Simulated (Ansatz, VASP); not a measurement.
# Pd (Palladium) in two plane-wave programs

Wanted: the spread between two codes on one cell, functional and k mesh.

Main program and level: Ansatz 0.2.0; plane waves, with VASP 6.6.1 beside it; relaxation of cell and atoms at PBE with D3(BJ).

### Step 1. Starting point

It takes space group Fm-3m (No. 225, cubic). The conventional cell has a = 3.893 Å, b = 3.893 Å, c = 3.893 Å, α = 90.00°, β = 90.00°, γ = 90.00°. Nearest to Pd lie 12 Pd at 2.75 Å.

### Step 2. VASP: relaxation of cell and atoms, PBE with D3(BJ)

The relaxed volume is the usual yardstick between codes: its relative difference is about their pressure difference at one cell divided by the bulk modulus.

Lines of VASP's logs that name or quote its potential files are left out, and so is its time.

File INCAR:

```
SYSTEM = Pd
PREC = Accurate
ENCUT = 520
EDIFF = 1E-06
NELM = 100
ISMEAR = -1
SIGMA = 0.05
LREAL = .FALSE.
ALGO = Normal
GGA = PE
IVDW = 12
NBANDS = 11
LORBIT = 11
LWAVE = .FALSE.
LCHARG = .FALSE.
KPAR = 2
IBRION = 2
NSW = 60
ISIF = 3
EDIFFG = -0.01
```

File POSCAR:

```
Pd
1.0
    0.0000000000      1.9465000000      1.9465000000
    1.9465000000      0.0000000000      1.9465000000
    1.9465000000      1.9465000000      0.0000000000
Pd
1
Direct
    0.0000000000      0.0000000000      0.0000000000
```

File KPOINTS:

```
Automatic mesh
0
Gamma
10 10 10
0 0 0
```

PAW data sets: Pd (PBE family, release 64).

On the command line:

```bash
$ mpirun -np 2 vasp_std
```

Numbers of over 12 decimals in the logs are rounded to 6 here.

The log of the run:

```text
[banner, memory and clock lines left out]
running    2 mpi-ranks, on    1 nodes
 distrk:  each k-point on    1 cores,    2 groups
 distr:  one band on    1 cores,    1 groups

 POSCAR found type information on POSCAR Pd
 POSCAR found :  1 types and       1 ions
 LDA part: xc-table for (Slater+PW92), standard interpolation
 POSCAR, INCAR and KPOINTS ok, starting setup
 FFT: planning ... GRIDC
 FFT: planning ... GRID_SOFT
 FFT: planning ... GRID
 WAVECAR not read
 entering main loop
       N       E                     dE             d eps       ncg     rms          rms(c)
DAV:   1     0.427627402395E+02    0.42763E+02   -0.52230E+03  1034   0.864E+02
DAV:   2    -0.493239552871E+01   -0.47695E+02   -0.46088E+02  1163   0.182E+02
DAV:   3    -0.549515563720E+01   -0.56276E+00   -0.56120E+00  1259   0.215E+01
DAV:   4    -0.549734273806E+01   -0.21871E-02   -0.21867E-02  1253   0.137E+00
DAV:   5    -0.549736496970E+01   -0.22232E-04   -0.22231E-04  1363   0.126E-01    0.775E+00
DAV:   6    -0.524118856999E+01    0.25618E+00   -0.10132E+00  1262   0.825E+00    0.379E+00
DAV:   7    -0.523037826752E+01    0.10810E-01   -0.24257E-02  1398   0.105E+00    0.193E+00
DAV:   8    -0.522681092570E+01    0.35673E-02   -0.12545E-03  1274   0.307E-01    0.930E-02
DAV:   9    -0.522679358345E+01    0.17342E-04   -0.86331E-05  1283   0.802E-02    0.254E-02
DAV:  10    -0.522679816893E+01   -0.45855E-05   -0.56398E-06  1299   0.214E-02    0.649E-03
DAV:  11    -0.522679757362E+01    0.59530E-06   -0.64791E-08   850   0.254E-03
   1 F= -.58948962E+01 E0= -.58874076E+01  d E =-.589490E+01
 curvature:   0.00 expect dE= 0.000E+00 dE for cont linesearch  0.000E+00
 trial: gam= 0.00000 g(F)=  0.938E-63 g(S)=  0.105E-02 ort = 0.000E+00 (trialstep = 0.100E+01)
 search vector abs. value=  0.105E-02
 bond charge predicted
       N       E                     dE             d eps       ncg     rms          rms(c)
DAV:   1    -0.523625962704E+01   -0.94615E-02   -0.34070E-01  1142   0.569E+00    0.926E-01
DAV:   2    -0.521799385278E+01    0.18266E-01   -0.80549E-02  1256   0.223E+00    0.217E-01
DAV:   3    -0.521785236194E+01    0.14149E-03   -0.94510E-04  1390   0.201E-01    0.130E-01
DAV:   4    -0.521788606637E+01   -0.33704E-04   -0.21029E-04  1242   0.111E-01    0.117E-02
DAV:   5    -0.521788538373E+01    0.68264E-06   -0.30126E-06  1247   0.146E-02
   2 F= -.58946207E+01 E0= -.58873108E+01  d E =0.275543E-03
 trial-energy change:    0.000276  1 .order    0.000266   -0.001045    0.001578
 step:   0.3934(harm=  0.3985)  dis= 0.00000  next Energy=    -5.895101 (dE=-0.205E-03)
 bond charge predicted
       N       E                     dE             d eps       ncg     rms          rms(c)
DAV:   1    -0.523041504128E+01   -0.12529E-01   -0.12643E-01  1193   0.347E+00    0.552E-01
DAV:   2    -0.522369228894E+01    0.67228E-02   -0.30191E-02  1196   0.135E+00    0.146E-01
DAV:   3    -0.522363224393E+01    0.60045E-04   -0.29294E-04  1387   0.115E-01    0.877E-02
DAV:   4    -0.522363012267E+01    0.21213E-05   -0.72666E-05  1232   0.625E-02    0.500E-03
DAV:   5    -0.522363067036E+01   -0.54769E-06   -0.76558E-07  1267   0.658E-03
   3 F= -.58951103E+01 E0= -.58876921E+01  d E =-.214055E-03
 curvature:  -0.20 expect dE=-0.362E-06 dE for cont linesearch -0.362E-06
 trial: gam= 0.00000 g(F)=  0.212E-62 g(S)=  0.182E-05 ort =-0.436E-04 (trialstep = 0.879E+00)
 search vector abs. value=  0.182E-05
 reached required accuracy - stopping structural energy minimisation
```

OUTCAR, selected parts (step 2):

```text
ion  position               nearest neighbor table
   1  0.000  0.000  0.000-

  LATTYP: Found a face centered cubic cell.
 ALAT       =     3.8930000000

 Subroutine GETGRP returns: Found 48 space group operations
 (whereof 48 operations were pure point group operations)

The static configuration has the point symmetry O_h .

 Found     47 irreducible k-points:

   k-points           NKPTS =     47   k-points in BZ     NKDIM =     47   number of bands    NBANDS=     11

   dimension x,y,z NGX =    20 NGY =   20 NGZ =   20
   dimension x,y,z NGXF=    40 NGYF=   40 NGZF=   40

   ENCUT  =  520.0 eV  38.22 Ry    6.18 a.u.   5.12  5.12  5.12*2*pi/ulx,y,z

   NELECT =      10.0000    total number of electrons

 k-points in reciprocal lattice and weights: Automatic mesh
   0.00000000  0.00000000  0.00000000       0.001
   0.10000000  0.00000000  0.00000000       0.008
   0.20000000  0.00000000  0.00000000       0.008
   0.30000000  0.00000000  0.00000000       0.008
   0.40000000  0.00000000  0.00000000       0.008
   0.50000000  0.00000000  0.00000000       0.004
   0.10000000  0.10000000  0.00000000       0.006
   0.20000000  0.10000000  0.00000000       0.024
   0.30000000  0.10000000  0.00000000       0.024
[...]
-0.30000000  0.40000000  0.20000000       0.024
  -0.30000000  0.50000000  0.20000000       0.012

 Edisp (eV)   -0.67674

 average (electrostatic) potential at core
       1 -70.4315

 E-fermi :   9.8820

 k-point     1 :       0.0000    0.0000    0.0000
  band No.  band energies     occupation
    ...
      2       7.0091      2.00000
      3       7.0091      2.00000
      4       7.0091      2.00000
      5       8.6352      2.00000
      6       8.6352      2.00000
      7      27.0614      0.00000
      8      31.8647      0.00000
      9      31.8647      0.00000
     10      31.8647      0.00000
     11      36.0927      0.00000

 k-point     2 :       0.1000    0.0000    0.0000
  band No.  band energies     occupation
    ...
      2       6.8898      2.00000
      3       7.1281      2.00000
      4       7.1281      2.00000
      5       8.5832      2.00000
      6       8.5832      2.00000
      7      27.4048      0.00000
      8      29.8879      0.00000
      9      32.2773      0.00000
     10      32.2773      0.00000
     11      36.1635      0.00000

 k-point     3 :       0.2000    0.0000    0.0000
  band No.  band energies     occupation
    ...
      2       6.7736      2.00000
      3       7.3097      2.00000
      4       7.3097      2.00000
      5       8.6165      2.00000
      6       8.6165      2.00000
      7      26.1902      0.00000
      8      28.2953      0.00000
      9      33.2551      0.00000
     10      33.2551      0.00000
     11      35.7709      0.00000

 Edisp (eV)   -0.67148

  Total       0.00354     0.00354     0.00354     0.00000     0.00000     0.00000
  in kB       0.38683     0.38683     0.38683     0.00000     0.00000     0.00000
  external pressure =        0.39 kB  Pullay stress =        0.00 kB

  energy-cutoff  :      520.00
  volume of cell :       14.68
      direct lattice vectors                 reciprocal lattice vectors
     0.000000000  1.943360142  1.943360142    -0.257286331  0.257286331  0.257286331
     1.943360142  0.000000000  1.943360142     0.257286331 -0.257286331  0.257286331
     1.943360142  1.943360142  0.000000000     0.257286331  0.257286331 -0.257286331

 POSITION                                       TOTAL-FORCE (eV/Angst)
 -----------------------------------------------------------------------------------
      0.00000      0.00000      0.00000        -0.000000     -0.000000     -0.000000
 -----------------------------------------------------------------------------------
    total drift:                               -0.000000     -0.000000     -0.000000

  FREE ENERGIE OF THE ION-ELECTRON SYSTEM (eV)
  ---------------------------------------------------
  free  energy   TOTEN  =        -5.8951102622 eV

  energy  without entropy=       -5.8802739187  energy(sigma->0) =       -5.88769209

 reached required accuracy - stopping structural energy minimisation

 total charge
# of ion       s       p       d       tot
------------------------------------------
    1        0.490   0.481   8.482   9.453

[... 3 further parts left out ...]
```

CONTCAR:

```
Pd
   1.00000000000000
     0.0000000000000000    1.9433601423315345    1.9433601423315345
     1.9433601423315345    0.0000000000000000    1.9433601423315345
     1.9433601423315345    1.9433601423315345    0.0000000000000000
  Pd
     1
Direct
     0.0000000000000000    0.0000000000000000    0.0000000000000000
```

Dispersion corrections of this kind ignore metallic screening and tend to overbind metals.

### Step 3. Ansatz: relaxation of cell and atoms, PBE with D3(BJ)

Ansatz runs on its default PAW (the set named soft_2) files.

The same cell, functional, mesh and smearing now go to Ansatz, which takes its cutoff from its data sets.

File input.yaml:

```yaml
crystal:
  lattice:
    - [0.0, 1.9465, 1.9465]
    - [1.9465, 0.0, 1.9465]
    - [1.9465, 1.9465, 0.0]
  atoms:
    - { symbol: Pd, position: [0.0, 0.0, 0.0] }
hamiltonian:
  xc: pbe
  pseudopotentials: { kind: paw }
  dispersion: d3bj
kpoints:
  mp_grid: { grid: [10, 10, 10] }
scf:
  occupations: { method: fermi_dirac, width: 0.05 }
relax:
  f_tol: 0.01
  max_steps: 60
  cell: { stress_tol: 0.05 }
output:
  forces: true
  stress: true
```

On the command line:

```bash
$ ansatz run input.yaml --threads 4 --pin off --max-ram 9216MiB --backend cpu --events-out ev --progress --plain --runs-dir out
```

The log of the run:

```text
Engine: ansatz 0.2.0, x86_64-unknown-linux-gnu
Pseudopotentials: kind: paw
Pseudopotential: Pd, paw, valence charge 18, recommended cutoff 420 eV (normal), Pd.paw.azcp
Functional definition: PBE
  parameter kappa = 0.804
  parameter beta = 0.066725
  exchange = pbe_x(kappa = kappa, mu = beta*pi^2/3)
  correlation = pbe_c(beta = beta)
Crystal: 1 atoms, lattice volume = 14.750 Å³
Basis set: ecut = 420 eV, 283 PW (Γ), exchange–correlation on 40×40×40 points (8 copies of the dense FFT grid, shifted against one another)
Bands: 13, of which v1, the nominal top of the filled ones, is band 9 counted from 1 (8 counted from 0)
Symmetry: 48 space group operations
Space group: Fm-3m (ITA 225), of the structure as read, at distance tolerance 2.5e-5 Å
k-points: 47 of 1000
Non-local potential: Pd, projectors of the file, l = 0: 2, l = 1: 2, l = 2: 2, l = 3: 1
PAW form: soft (Blöchl's): semilocal exchange-correlation on the pseudo side does not see the compensation charge
PAW one-centre angular grid: Pd, 590 points (default); XC on 64 Gauss nodes
Initial density: superposition of atomic densities (neutral atoms: chi_scale 0, normalization atom), corrected by the library's trained network
Initial wavefunctions: pseudopotential atomic-orbital guess
Functional: x = pbe(κ = 0.804, μ = 0.219515), c = pbe(β = 0.066725)
SCF iter   1: F=—  HF=-6973.526548 eV  |F-HF|=—  |Δ(HF+E_count)|=         —  Δρ=4.14e-3  dr2=2.02e-3  ethr=1.77e-3  ⟨swp⟩=5.4  Hψ=3557  notcnv=0
preconditioner: auto → none  [metal: Δε(μ)=0.038 eV  Ē_g=14.276 eV  σ=0.050 eV  W_gap=0.19  n_scr=8 (ndim 8)  ℏωp=30.6 eV  f_vac=0.000  D(μ)=1.76/eV (n_scr^D=26)  sad-step TF]
SCF iter   2: F=—  HF=-6973.526209 eV  |F-HF|=—  |Δ(HF+E_count)|=   3.39e-4  Δρ=1.68e-3  dr2=2.23e-4  ethr=1.12e-5  ⟨swp⟩=1.2  Hψ=1009  notcnv=0
SCF iter   3: F=—  HF=-6973.526282 eV  |F-HF|=—  |Δ(HF+E_count)|=   7.25e-5  Δρ=4.63e-4  dr2=1.62e-5  ethr=1.24e-6  ⟨swp⟩=1.2  Hψ=660  notcnv=0
SCF iter   4: F=—  HF=-6973.526286 eV  |F-HF|=—  |Δ(HF+E_count)|=   4.22e-6  Δρ=4.48e-5  dr2=1.71e-7  ethr=9.00e-8  ⟨swp⟩=2.7  Hψ=887  notcnv=0
iter 5 did not close the SCF: its close was put off for the readings that it lacked (scf_convergence_deferred on its scf_iter line)
SCF iter   5: F=-6973.526286 eV  HF=-6973.526286 eV  |F-HF|=1.54e-10  |Δ(HF+E_count)|=   4.67e-8  Δρ=2.81e-6  dr2=3.49e-10  ethr=9.52e-10  ⟨swp⟩=2.9  Hψ=1039  notcnv=0
SCF iter   6: F=-6973.526286 eV  HF=-6973.526286 eV  |F-HF|=1.82e-12  |Δ(HF+E_count)|=  1.71e-10  Δρ=3.07e-7  dr2=7.75e-12  ethr=1.94e-12  ⟨swp⟩=1.0  Hψ=1803  notcnv=0
SCF 1 converged in 6 iterations: F = -6973.526286 eV  dr2 = 7.75e-12
  greatest PAW one-centre occupation: 0.999 electrons in one spin orbital (limit 2), on the Pd atom at site 0 (counted from 0), in its partial waves of l = 0
relax step   1: F+E_penalty+E_count = -6973.52628631 eV  Δ(F+E_penalty+E_count) = +0.000e0 eV  max|allowed force component| = 0.000e0 eV/Å  Δτ_max = 0.0000 Å  P = -0.584 GPa  Ω = 14.750 Å³  (6 SCF iters, dr2 threshold 1.00e-7 eV, accepted)
[...]
relax step   2: F+E_penalty+E_count = -6973.52635994 eV  Δ(F+E_penalty+E_count) = -7.363e-5 eV  max|allowed force component| = 0.000e0 eV/Å  Δτ_max = 0.0000 Å  P = +0.422 GPa  Ω = 14.673 Å³  energy of the carried Pulay correction = +3.346e-5 eV  (5 SCF iters, dr2 threshold 1.00e-7 eV, accepted)
[...]
relax step   3: F+E_penalty+E_count = -6973.52638774 eV  Δ(F+E_penalty+E_count) = -2.780e-5 eV  max|allowed force component| = 0.000e0 eV/Å  Δτ_max = 0.0000 Å  P = -0.004 GPa  Ω = 14.705 Å³  energy of the carried Pulay correction = +1.944e-5 eV  (4 SCF iters, dr2 threshold 1.00e-7 eV, accepted)
[...]
relax step   4: F+E_penalty+E_count = -6973.52637615 eV  Δ(F+E_penalty+E_count) = +1.158e-5 eV  max|allowed force component| = 0.000e0 eV/Å  Δτ_max = 0.0000 Å  P = -0.003 GPa  Ω = 14.705 Å³  stress off target by 2.83e-3 GPa  SCF on the basis re-selected at this cell (its energy is not comparable with the rows above)  (4 SCF iters)
basis re-selected at this cell: Δ(F+E_penalty+E_count) = +1.158e-5 eV, ΔP = +0.001 GPa vs the last step (what re-selecting the basis moved, of the pressure what is left beyond the Pulay correction that the steps carried, after the strain that the cell walked since its last selection, with what the two solves' SCF thresholds leave and, on support functions, any second-order correction that the steps lacked; it is no measure of the basis error at this ecutwfc). This SCF's stress stands 2.83e-3 GPa from its target on what of the cell is left free (relax.cell.stress_tol is 5.00e-2 GPa) and its largest allowed force component is 0.00e0 eV/Å (relax.f_tol is 1.00e-2 eV/Å): [rest of the remark cut]
SCF converged after 4 iterations
Free energy (F): -6973.526376 eV
Harris-Foulkes:  -6973.526376 eV  (|F-HF|=1.82e-12)
Internal energy: -6973.511590 eV  (E = F + TS)
E sigma→0 (E₀):  -6973.518983 eV
Entropy (-TS):   -0.014786 eV (-14.786 meV/atom)
Fermi energy:    19.919480 eV
--- Per-component energies (eV) ---
  E_band       = -135.023165
  E_kinetic    = 514.144224
  E_local      = -1744.822663  (includes V_loc(G=0)·N_el)
  E_nonlocal   = 217.131928
  E_hartree    = 709.962585
  E_xc         = -168.930904
  E_vxc        = -211.980367  (∫ρ·V_xc dr)
  E_paw        = -3750.235611  (= ΣΔE_a)
  E_vpaw       = -329.421691  (= ΣTr[D̂ρ^β])
  E_aug_tail   = 0.000232  (compensation charges beyond the density's cutoff)
  E_ewald      = -2750.090998
  E_disp       = -0.670383  (pairwise vdW)
  E_smearing   = -0.014786  (= −TS)
  E_closure    = -0.000000  (closes the sum)
  Σ components = -6973.526376   (vs F -6973.526376, Δ=0.00e0)
--- Forces (eV/Å), atoms counted from 1 ---
  atom   1  Pd    -0.00000000     0.00000000    -0.00000000
  max |Σ_I F_I| component: 2.47e-32 eV/Å
--- Stress (GPa, compression-positive) ---
       -0.002831      -0.000000      -0.000000
       -0.000000      -0.002831      -0.000000
       -0.000000      -0.000000      -0.002831
  P = ⅓ Tr σ = -0.0028 GPa (-0.028 kbar)
--- Relaxed structure (3 steps of the walk, 3 accepted, 1 SCFs on fresh bases) ---
  F+E_penalty+E_count = -6973.52637615 eV   max|allowed force component| = 0.000e0 eV/Å   (the final SCF, on the basis selected at the relaxed cell)
  cell:  # Å, volume = 14.7054 Å³
    - [0, 1.944536, 1.944536]
    - [1.944536, 0, 1.944536]
    - [1.944536, 1.944536, 0]
  atoms:
    - { symbol: Pd, position: [0.0, 0.0, 0.0] }
```

Run time: 1.6 s. Hardware: 4 threads of AMD EPYC 9R14 (Zen 4), shared host; peak memory 0.34 GiB; 2.6 s of CPU time.

### Step 4. Differences

Known differences besides the potentials themselves: both relaxations stop at a tolerance, which leaves soft axes loose, and VASP keeps its plane-wave basis; the data sets hold 18 valence electrons in Ansatz (default PAW (the set named soft_2) files) and 10 in VASP; the cutoff is 420 eV in Ansatz and 520 eV in VASP; VASP leaves aspherical gradient terms in its spheres out (LASPH is not set), Ansatz keeps them; Ansatz adds a Pulay correction to the stress that steers its cell, VASP none. Total energies have different zeros and are not compared.

Both answers:

| quantity | Ansatz | VASP | difference |
| --- | --- | --- | --- |
| volume (Å³) | 14.71 | 14.68 | +0.18 % |
| edge a after relaxation, in the typed setting (Å) | 2.750 | 2.748 | +0.06 % |

The walks stopped with 0.00 GPa left in Ansatz and 0.04 GPa in VASP; each walk ends within a tolerance, so the volume difference is uncertain by about these residues over the bulk modulus, most in soft cells.

### Step 5. Summary of results

```yaml
difference_in_volume_relaxation_of_cell_and_atoms_pbe_with_d3_bj: 0.18 %
```

**Reading.** The difference in volume is 0.18 % (relaxation of cell and atoms, PBE with D3(BJ)), within the 1.2 % picked in this series as the mark of a large difference, as far as the stopping tolerances let one tell. How closely two codes agree says nothing of how well the functional describes the real material.

[Lines on the potential files, build, host, timing and source positions are cut from VASP's logs without a mark.]

[Logs are printed without paths, hosts, clocks, repeated set-up lines and the standing remarks that a program may print on its own settings, such as how far it seeks lower states.]

[Hosts, paths, dates, database ids (printed as entryN), source tags and the programs' standing remarks are cut or masked in the printed files.]
